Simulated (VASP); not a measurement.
A convergence study with VASP on Lu (space group no. 194 when undisturbed): a few settings are varied, all else stays as given below, so the limit is that of these other settings. One atom is moved off its site, so that forces are finite.

```
Lu
1.0
    1.74125    -3.01593     0.00000
    1.74125     3.01593     0.00000
    0.00000     0.00000     5.52225
Lu
2
Direct
  0.33333   0.66667   0.25905
  0.66667   0.33333   0.75000
```

Calculation: PBE GGA, VASP's PBE PAW potentials (set 64) (plane waves; VASP). The last row used: 300 eV cut-off, 11×11×6 Γ-centred mesh, Gaussian smearing of 0.10 eV, potentials Lu_3.

```json
[
 {"setting": "NBANDS = 10", "largest force (eV/Å)": "0.226", "irreducible k-points": "84"},
 {"setting": "NBANDS = 11", "largest force (eV/Å)": "0.222", "irreducible k-points": "84"},
 {"setting": "NBANDS = 12", "largest force (eV/Å)": "0.222", "irreducible k-points": "84"},
 {"setting": "NBANDS = 13", "largest force (eV/Å)": "0.221", "irreducible k-points": "84"},
 {"setting": "NBANDS = 15", "largest force (eV/Å)": "0.221", "irreducible k-points": "84"},
 {"setting": "NBANDS = 19", "largest force (eV/Å)": "0.221", "irreducible k-points": "84"},
 {"setting": "NBANDS = 25", "largest force (eV/Å)": "0.222", "irreducible k-points": "84"},
 {"setting": "NBANDS = 41", "largest force (eV/Å)": "0.222", "irreducible k-points": "84"}
]
```

VASP warned of too few bands at NBANDS = 10.

Left out are rungs that failed or repeat a setting and relaxations that didn't move; long series are thinned to 24 rows.

The structure is a typed Lu crystal (space group no. 194). The cell was not relaxed at this level, it is distorted from the ideal structure. VASP warned that the highest band is occupied, so more bands are needed.
